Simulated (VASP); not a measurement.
Output of a VASP run:

File OUTCAR:
```
 ion  position               nearest neighbor table
   1  0.000  0.000  0.000-   2 2.74   2 2.74   2 2.74   2 2.74   4 2.76   4 2.76   4 2.79   4 2.79
                             3 2.81   3 2.81   3 2.81   3 2.81
   2  0.000  0.500  0.500-   1 2.74   1 2.74   1 2.74   1 2.74   3 2.78   3 2.78   3 2.78   3 2.78
                             4 2.80   4 2.80   4 2.83   4 2.83
   3  0.500  0.000  0.500-   4 2.74   4 2.74   4 2.74   4 2.74   2 2.78   2 2.78   2 2.78   2 2.78
                             1 2.81   1 2.81   1 2.81   1 2.81
   4  0.505  0.500  0.000-   3 2.74   3 2.74   3 2.74   3 2.74   1 2.76   1 2.76   1 2.79   1 2.79
                             2 2.80   2 2.80   2 2.83   2 2.83
  LATTYP: Found a simple orthorhombic cell.
 ALAT       =     3.8201800000
 B/A-ratio  =     1.0274421624
 C/A-ratio  =     1.0556468543
 Subroutine PRICEL returns:
 Original cell was already a primitive cell.
 Subroutine GETGRP returns: Found  4 space group operations
The static configuration has the point symmetry C_2v.
The dynamic configuration has the point symmetry C_2v.
 Subroutine INISYM returns: Found  4 space group operations
 Subroutine IBZKPT returns following result:
 Found     64 irreducible k-points:

 Following reciprocal coordinates:
            Coordinates               Weight
  0.000000  0.000000  0.000000      1.000000
  0.142857  0.000000  0.000000      2.000000
  0.285714  0.000000  0.000000      2.000000
  0.428571  0.000000  0.000000      2.000000
  0.000000  0.142857  0.000000      2.000000
  0.142857  0.142857  0.000000      4.000000
  0.285714  0.142857  0.000000      4.000000
  0.428571  0.142857  0.000000      4.000000
  0.000000  0.285714  0.000000      2.000000
  0.142857  0.285714  0.000000      4.000000
  0.285714  0.285714  0.000000      4.000000
  0.428571  0.285714  0.000000      4.000000
  0.000000  0.428571  0.000000      2.000000
  0.142857  0.428571  0.000000      4.000000
  0.285714  0.428571  0.000000      4.000000
  0.428571  0.428571  0.000000      4.000000
  0.000000  0.000000  0.142857      2.000000
  0.142857  0.000000  0.142857      4.000000
  0.285714  0.000000  0.142857      4.000000
  0.428571  0.000000  0.142857      4.000000
  0.000000  0.142857  0.142857      4.000000
  0.142857  0.142857  0.142857      8.000000
  0.285714  0.142857  0.142857      8.000000
  0.428571  0.142857  0.142857      8.000000
  0.000000  0.285714  0.142857      4.000000
  0.142857  0.285714  0.142857      8.000000
  0.285714  0.285714  0.142857      8.000000
  0.428571  0.285714  0.142857      8.000000
  0.000000  0.428571  0.142857      4.000000
  0.142857  0.428571  0.142857      8.000000
  0.285714  0.428571  0.142857      8.000000
  0.428571  0.428571  0.142857      8.000000
  0.000000  0.000000  0.285714      2.000000
  0.142857  0.000000  0.285714      4.000000
  0.285714  0.000000  0.285714      4.000000
  0.428571  0.000000  0.285714      4.000000
  0.000000  0.142857  0.285714      4.000000
  0.142857  0.142857  0.285714      8.000000
  0.285714  0.142857  0.285714      8.000000
  0.428571  0.142857  0.285714      8.000000
   k-points           NKPTS =     64   k-points in BZ     NKDIM =     64   number of bands    NBANDS=     25
   number of dos      NEDOS =    301   number of ions     NIONS =      4
   total plane-waves  NPLWV =  21952
   dimension x,y,z NGX =    28 NGY =   28 NGZ =   28
   dimension x,y,z NGXF=    56 NGYF=   56 NGZF=   56
   ions per type =               1   3
   PREC   = accura    normal or accurate (medium, high low for compatibility)
   ISTART =      0    job   : 0-new  1-cont  2-samecut
   ICHARG =      2    charge: 1-file 2-atom 10-const
   ISPIN  =      1    spin polarized calculation?
   LNONCOLLINEAR =      F non collinear calculations
   LSORBIT =      F    spin-orbit coupling
   INIWAV =      1    electr: 0-lowe 1-rand  2-diag
   ENCUT  =  400.0 eV  29.40 Ry    5.42 a.u.   6.58  6.23  6.40*2*pi/ulx,y,z
   NELM   =    100;   NELMIN=  2; NELMDL= -5     # of ELM steps
   EDIFF  = 0.1E-05   stopping-criterion for ELM
...
```

File OSZICAR:
```
       N       E                     dE             d eps       ncg     rms          rms(c)
DAV:   1     0.341396431034E+03    0.34140E+03   -0.18152E+04  3200   0.150E+03
DAV:   2    -0.142386268580E+01   -0.34282E+03   -0.33572E+03  3484   0.405E+02
DAV:   3    -0.302671892886E+02   -0.28843E+02   -0.27882E+02  4592   0.103E+02
DAV:   4    -0.310593016128E+02   -0.79211E+00   -0.78959E+00  3843   0.183E+01
DAV:   5    -0.310825887865E+02   -0.23287E-01   -0.23276E-01  4527   0.306E+00    0.216E+01
DAV:   6    -0.285471246533E+02    0.25355E+01   -0.23658E+01  4505   0.361E+01    0.134E+01
DAV:   7    -0.282086718671E+02    0.33845E+00   -0.26814E+01  4574   0.326E+01    0.978E+00
DAV:   8    -0.274017863721E+02    0.80689E+00   -0.21636E+00  4526   0.117E+01    0.356E+00
DAV:   9    -0.273717672181E+02    0.30019E-01   -0.96391E-01  4788   0.589E+00    0.166E+00
DAV:  10    -0.273581316379E+02    0.13636E-01   -0.65557E-02  4113   0.225E+00    0.107E+00
DAV:  11    -0.273471538531E+02    0.10978E-01   -0.48387E-02  4685   0.158E+00    0.301E-01
DAV:  12    -0.273467843367E+02    0.36952E-03   -0.18508E-03  4715   0.263E-01    0.154E-01
DAV:  13    -0.273466470297E+02    0.13731E-03   -0.14494E-03  4894   0.221E-01    0.259E-02
DAV:  14    -0.273466479227E+02   -0.89299E-06   -0.73986E-05  4068   0.682E-02    0.115E-02
DAV:  15    -0.273466478987E+02    0.23974E-07   -0.36298E-06  3396   0.170E-02
   1 F= -.27346648E+02 E0= -.27346807E+02  d E =0.477784E-03
```

File OUTCAR:
```
------------------------ aborting loop because EDIFF is reached ----------------------------------------
  FORCE on cell =-STRESS in cart. coord.  units (eV):
  Direction    XX          YY          ZZ          XY          YZ          ZX
  --------------------------------------------------------------------------------------
  Total        0.8052800      4.1565761      2.5307734      0.0000000      0.0000000      0.0000000
  in kB       21.3368336    110.1333372     67.0557972      0.0000000      0.0000000      0.0000000
  external PRESSURE =      66.1753227 kB  Pullay stress =       0.0000000 kB
  volume of cell :       60.47
      direct lattice vectors                 reciprocal lattice vectors
     4.032761000  0.000000000  0.000000000     0.247969071  0.000000000  0.000000000
     0.000000000  3.820180000  0.000000000     0.000000000  0.261767770  0.000000000
     0.000000000  0.000000000  3.925014000     0.000000000  0.000000000  0.254776161
 POSITION                                       TOTAL-FORCE (eV/Angst)
 -----------------------------------------------------------------------------------
      0.00000      0.00000      0.00000         0.056467      0.000000      0.000000
      0.00000      1.91009      1.96251         0.115639      0.000000      0.000000
      2.01638      0.00000      1.96251        -0.022438      0.000000      0.000000
      2.03790      1.91009      0.00000        -0.149668      0.000000      0.000000
 -----------------------------------------------------------------------------------
    total drift:                               -0.000002     -0.000000     -0.000001
  FREE ENERGIE OF THE ION-ELECTRON SYSTEM (eV)
  ---------------------------------------------------
  free  energy   TOTEN  =       -27.3466478987 eV

  energy  without entropy=      -27.3471256823  energy(sigma->0) =      -27.34680716

 total charge

# of ion       s       p       d       tot
------------------------------------------
    1        2.220   6.168   1.660  10.047
    2        0.695   0.656   8.073   9.424
    3        0.691   0.669   8.071   9.430
    4        0.693   0.664   8.070   9.428
--------------------------------------------------
tot          4.298   8.157  25.873  38.329
```
(Selected blocks of OUTCAR.)

File POSCAR:
```
Pt3Ti
1
    4.0327610000     0.0000000000     0.0000000000
    0.0000000000     3.8201800000     0.0000000000
    0.0000000000     0.0000000000     3.9250140000
Ti Pt
1 3
Direct
  0.0000000000   0.0000000000   0.0000000000
  0.0000000000   0.5000000000   0.5000000000
  0.5000000000   0.0000000000   0.5000000000
  0.5053360000   0.5000000000   0.0000000000
```

Task: Reconstruct the remaining input files.

Result: One answer among several that fit: the input of the run itself, PBE GGA + U (Dudarev), plane waves, VASP's PBE PAW potentials (set 64).

**KPOINTS**
```
Automatic mesh
0
Gamma
7 7 7
0 0 0
```

### INCAR
```
! general
SYSTEM   =Pt3Ti
PREC     =Accurate
ENCUT    =400
LREAL    =.FALSE.
LASPH    =.TRUE.

! electronic loop
EDIFF    =1E-6
NELM     =100
ALGO     =Normal
LMAXMIX  =6

! smearing
ISMEAR   =1
SIGMA    =0.1

! functional
GGA      =PE

! DFT+U
LDAU     =.TRUE.
LDAUTYPE =2
LDAUL    =2 -1
LDAUU    =3.0 0
LDAUJ    =0 0
LDAUPRINT=1

! ions
ISIF     =2

! output
LWAVE    =.FALSE.
LCHARG   =.FALSE.
LORBIT   =10
```

POTCAR, in this order: Ti_sv Pt (PBE.64 set). Program: vasp_std.

The compound is Pt3Ti in the L1_2 structure. The cell was not relaxed at this level, atoms are displaced from their ideal sites. The run is one of a series of settings (LDAU = .TRUE., LDAUJ = 0 0, LDAUL = 2 -1, LDAUTYPE = 2, LDAUU = 3.0 0 against the base run), some of them coarse on purpose.
